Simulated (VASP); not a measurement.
Energy against volume of Te (trig). These are rev-vdW-DF2, VASP's PBE PAW potentials (set 64) (plane waves; VASP) values and carry that method's errors. Run with 520 eV cut-off, 6×6×4 Γ-centred mesh, Gaussian smearing of 0.050 eV, potentials Te.

Shape and ions are relaxed at each volume.

| V (Å³/atom) | E (eV/atom) |
|---|---|
| 31.574 | -1.48966 |
| 32.581 | -1.49944 |
| 33.589 | -1.50250 |
| 34.597 | -1.50039 |

### Question
Fit these four points and predict the energy of the run at 35.604 Å³/atom.

### Answer
A cubic in V^(−2/3), the third-order Birch-Murnaghan form, passes through the four points with V0 = 33.64 Å³/atom and B0 = 27 GPa, and gives -1.4944 eV/atom there. The run gave -1.4941 eV/atom, +0.2 meV/atom from the fit; all five points give B0 = 27 GPa.

The compound is Te in the trig structure. It was relaxed first.
